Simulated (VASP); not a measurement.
Level of theory: PBEsol GGA, VASP's PBE PAW potentials (set 64) (plane waves; VASP).

A VASP calculation is set up with these files.

### INCAR
```
ALGO=Normal
EDIFF=1E-7
ENCUT=520
GGA=PS
ICHARG=11
ISMEAR=0
LASPH=.True.
LCHARG=.False.
LMAXMIX=4
LORBIT=11
LREAL=.False.
LWAVE=.False.
NELM=100
PREC=Accurate
SIGMA=0.05
SYSTEM=TiO2
```

### KPOINTS
```
k-points along high-symmetry lines
12
Line-mode
Reciprocal
  0.000000   0.000000   0.000000 ! GAMMA
  0.000000   0.000000   0.500000 ! A

  0.000000   0.000000   0.500000 ! A
 -0.420568   0.420568   0.500000 ! I_2

 -0.579432  -0.420568   0.500000 ! I
 -0.500000  -0.500000   0.500000 ! M_2

 -0.500000  -0.500000   0.500000 ! M_2
  0.000000   0.000000   0.000000 ! GAMMA

  0.000000   0.000000   0.000000 ! GAMMA
 -0.500000   0.500000   0.000000 ! Y

 -0.500000   0.000000   0.500000 ! L_2
  0.000000   0.000000   0.000000 ! GAMMA

  0.000000   0.000000   0.000000 ! GAMMA
 -0.500000   0.000000   0.000000 ! V_2
```

File POSCAR:
```
TiO2
9.5801670
  0.2786428634  -0.2785471578  -0.0008359656
  0.2786428634   0.2785471578  -0.0008359656
 -0.2726626589   0.0000000000   0.4999999812
Ti O
2 4
direct
  0.1280630849   0.8719369151   0.2500000000
  0.8719369151   0.1280630849   0.7500000000
  0.3309957699   0.0865348599   0.6650644365
  0.6690042301   0.9134651401   0.3349355635
  0.9134651401   0.6690042301   0.8349355635
  0.0865348599   0.3309957699   0.1650644365
```

POTCAR, in this order: Ti_sv O (PBE.64 set). Program: vasp_std. Read from the step before: CHGCAR.

The run wrote:

**OUTCAR**
```
 ion  position               nearest neighbor table
   1  0.128  0.872  0.250-   4 1.93   6 1.93   6 1.93   4 1.93   3 1.99   5 1.99
   2  0.872  0.128  0.750-   5 1.93   3 1.93   5 1.93   3 1.93   6 1.99   4 1.99
   3  0.331  0.087  0.665-   2 1.93   2 1.93   1 1.99
   4  0.669  0.913  0.335-   1 1.93   1 1.93   2 1.99
   5  0.913  0.669  0.835-   2 1.93   2 1.93   1 1.99
   6  0.087  0.331  0.165-   1 1.93   1 1.93   2 1.99
  LATTYP: Found a base centered monoclinic cell.
 ALAT       =     5.3389143557
 B/A-ratio  =     0.9996520309
 C/A-ratio  =     1.0219359255
 COS(beta)  =    -0.4813964827
 Subroutine PRICEL returns:
 Original cell was already a primitive cell.
 Subroutine GETGRP returns: Found  4 space group operations
The static configuration has the point symmetry S_2 .
 The point group associated with its full space group is C_2h.
The dynamic configuration has the point symmetry S_2 .
 Subroutine INISYM returns: Found  4 space group operations
   k-points           NKPTS =     84   k-points in BZ     NKDIM =     84   number of bands    NBANDS=     28
   number of dos      NEDOS =    301   number of ions     NIONS =      6
   total plane-waves  NPLWV =  32928
   dimension x,y,z NGX =    28 NGY =   28 NGZ =   42
   dimension x,y,z NGXF=    56 NGYF=   56 NGZF=   84
   ions per type =               2   4
   PREC   = accura    normal or accurate (medium, high low for compatibility)
   ISTART =      0    job   : 0-new  1-cont  2-samecut
   ICHARG =     11    charge: 1-file 2-atom 10-const
   ISPIN  =      1    spin polarized calculation?
   LNONCOLLINEAR =      F non collinear calculations
   LSORBIT =      F    spin-orbit coupling
   INIWAV =      1    electr: 0-lowe 1-rand  2-diag
   ENCUT  =  520.0 eV  38.22 Ry    6.18 a.u.   7.02  7.02 10.14*2*pi/ulx,y,z
   NELM   =    100;   NELMIN=  2; NELMDL= -5     # of ELM steps
   EDIFF  = 0.1E-06   stopping-criterion for ELM
   LREAL  =      F    real-space projection
   NLSPLINE    = F    spline interpolate recip. space projectors
   LMAXMIX     =    4 max onsite mixed and CHGCAR
   VOSKOWN=      0    Vosko Wilk Nusair interpolation
   EDIFFG = 0.1E-05   stopping-criterion for IOM
...
```

**OSZICAR**
```
       N       E                     dE             d eps       ncg     rms          rms(c)
DAV:   1     0.623392552662E+03    0.62339E+03   -0.26206E+04  4708   0.205E+03
DAV:   2     0.514040685568E+02   -0.57199E+03   -0.55497E+03  4916   0.575E+02
DAV:   3    -0.462772595343E+02   -0.97681E+02   -0.93118E+02  7716   0.193E+02
DAV:   4    -0.541747407251E+02   -0.78975E+01   -0.78288E+01  6952   0.553E+01
DAV:   5    -0.545737644812E+02   -0.39902E+00   -0.39822E+00  6688   0.966E+00
DAV:   6    -0.545809747810E+02   -0.72103E-02   -0.72069E-02  6296   0.154E+00
DAV:   7    -0.545812997300E+02   -0.32495E-03   -0.32491E-03  6656   0.261E-01
DAV:   8    -0.545813047408E+02   -0.50108E-05   -0.50104E-05  6364   0.329E-02
DAV:   9    -0.545813049486E+02   -0.20775E-06   -0.20781E-06  6080   0.557E-03
DAV:  10    -0.545813049536E+02   -0.50404E-08   -0.50455E-08  3568   0.891E-04
   1 F= -.54581305E+02 E0= -.54581305E+02  d E =-.456868E-14
```

### OUTCAR
```
 val. band max:        3.2844831259   @ k =  -0.4545   0.4545   0.0000

 cond. band min:       5.3625449556   @ k =   0.0000   0.0000   0.0000



 k-point     1 :       0.0000    0.0000    0.0000
  band No.  band energies     occupation
      1     -52.8401      2.00000
      2     -52.7789      2.00000
      3     -29.4262      2.00000
      4     -29.1812      2.00000
      5     -29.1810      2.00000
      6     -29.1093      2.00000
      7     -29.1092      2.00000
      8     -29.0222      2.00000
      9     -14.3088      2.00000
     10     -13.2626      2.00000
     11     -13.1328      2.00000
     12     -12.7772      2.00000
     13      -0.7109      2.00000
     14      -0.5911      2.00000
     15      -0.5900      2.00000
     16      -0.2114      2.00000
     17       1.1765      2.00000
     18       1.1840      2.00000
     19       1.2640      2.00000
     20       2.4698      2.00000
     21       2.4990      2.00000
     22       2.5243      2.00000
     23       2.8108      2.00000
     24       2.8153      2.00000
     25       5.3625      0.00000
     26       6.1051      0.00000
     27       7.2951      0.00000
     28       7.2991      0.00000

 k-point     2 :       0.0000    0.0000    0.0455
  band No.  band energies     occupation
      1     -52.8398      2.00000
      2     -52.7792      2.00000
      3     -29.4242      2.00000
      4     -29.1818      2.00000
      5     -29.1817      2.00000
      6     -29.1087      2.00000
      7     -29.1085      2.00000
      8     -29.0244      2.00000
      9     -14.3027      2.00000
     10     -13.2621      2.00000
     11     -13.1372      2.00000
     12     -12.7804      2.00000
     13      -0.7038      2.00000
     14      -0.5895      2.00000
     15      -0.5883      2.00000
     16      -0.2236      2.00000
     17       1.1780      2.00000
     18       1.1843      2.00000
     19       1.2833      2.00000
     20       2.4538      2.00000
     21       2.4786      2.00000
...
```

The density is held fixed in this step, so its total energy and stress have no physical meaning.

The structure comes from a computed database's TiO2 entry (C2/c); how it stands against other phases isn't given here. It was relaxed first.
